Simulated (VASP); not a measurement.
Level of theory: r2SCAN meta-GGA, VASP's PBE PAW potentials (set 64) (plane waves; VASP).

VASP input:

INCAR:
```
# general
SYSTEM  = Ge
PREC    = Accurate
ENCUT   = 480
LREAL   = F
LASPH   = T

# electronic loop
EDIFF   = 1E-6
NELM    = 100
ALGO    = Normal
LMAXMIX = 4
LMIXTAU = T

# smearing
ISMEAR  = 0
SIGMA   = 0.05

# functional
METAGGA = R2SCAN

# ions
IBRION  = 2
NSW     = 60
ISIF    = 3
EDIFFG  = -0.01

# output
LWAVE   = F
LCHARG  = F
```

File POSCAR:
```
Ge
1.0
  0.0000000000   2.8290000000   2.8290000000
  2.8290000000   0.0000000000   2.8290000000
  2.8290000000   2.8290000000   0.0000000000
Ge
2
Cartesian
  2.8290000000   2.8290000000   2.8290000000
  4.2435000000   4.2435000000   4.2435000000
```

File KPOINTS:
```
Automatic
0
G
7 7 7
0 0 0
```

POTCAR, in this order: Ge_d (PBE.64 set). Program: vasp_std.

**Question.** Estimate the energy per atom (σ→0), volume per atom, band gap (on the k-mesh).

**Answer.** 
```json
{
 "energy per atom (σ→0)": "-13.862 eV/atom",
 "band gap (on the k-mesh)": "0.35 eV",
 "volume_per_atom": "22.77 Å³/atom"
}
```

OSZICAR:
```
...
DAV:   2    -0.277251619234E+02    0.34279E-02   -0.45127E-03   930   0.140E+00    0.206E-01
DAV:   3    -0.277239887257E+02    0.11732E-02   -0.19137E-03   942   0.826E-01    0.479E-02
DAV:   4    -0.277238799393E+02    0.10879E-03   -0.18395E-04   914   0.263E-01    0.161E-02
DAV:   5    -0.277238683389E+02    0.11600E-04   -0.57436E-05   752   0.877E-02    0.525E-03
DAV:   6    -0.277238884559E+02   -0.20117E-04   -0.61402E-05   800   0.890E-02    0.335E-03
DAV:   7    -0.277239294476E+02   -0.40992E-04   -0.16910E-05   722   0.430E-02    0.114E-03
DAV:   8    -0.277239292906E+02    0.15693E-06   -0.21346E-07   380   0.581E-03
   3 F= -.27723929E+02 E0= -.27723929E+02  d E =-.348579E-03
```

The compound is Ge in the diamond structure. This run relaxes it. Symmetry was kept, so distortions that lower it aren't found.
